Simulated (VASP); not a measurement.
Wanted: the native input for a VASP 6.6.1 run.

- Task: single point
- Functional: r2SCAN
- Potentials or basis: VASP PAW PBE potentials, release 64 (Ge, Ga)
- Cutoff: 900 eV
- k mesh: 19 × 19 × 19
- Occupations: fermi-dirac, width 0.05 eV
- Spin: no spin polarisation
- Further INCAR settings: ADDGRID = False; ALGO = Normal; EDIFF = 1e-08; NBANDS = 10

The structure of GaGe lies in POSCAR:

```
GaGe
1.0
    0.0000000000      2.8978440000      2.8978440000
    2.8978440000      0.0000000000      2.8978440000
    2.8978440000      2.8978440000      0.0000000000
Ge Ga
1 1
Direct
    0.0000000000      0.0000000000      0.0000000000
    0.2500000000      0.2500000000      0.2500000000
```

The cell comes from a database or a generator and needn't be the stable form of this composition.

The input as run:

INCAR

```
SYSTEM = GaGe
PREC = Accurate ; ENCUT = 900
EDIFF = 1E-8 ; ISMEAR = -1
SIGMA = 0.05 ; LREAL = .False.
LASPH = .True. ; NELM = 100
ALGO = Normal ; ISIF = 2
LWAVE = .False. ; LCHARG = .False.
METAGGA = R2SCAN ; LMIXTAU = .True.
NBANDS = 10 ; ADDGRID = .False.
```

KPOINTS

```
regular mesh
0
Gamma
  19 19 19
  0 0 0
```

Potentials or basis: VASP PAW PBE potentials, release 64 (Ge, Ga).

The run is started by

```sh
$ cat potpaw_PBE.64/Ge/POTCAR potpaw_PBE.64/Ga/POTCAR > POTCAR
$ mpirun -np 1 vasp_std > vasp.out
```

Results of the run:

* Pressure: -2.2 GPa
* Band gap on the k mesh: none (metal or under the smearing width)

Caveat: the PAW data sets were made with another functional, which shifts forces and pressure a little.

It took 10 min on 1 thread of Intel(R) Xeon(R) Platinum 8488C (Sapphire Rapids), on a shared host, peak memory 0.49 GiB.
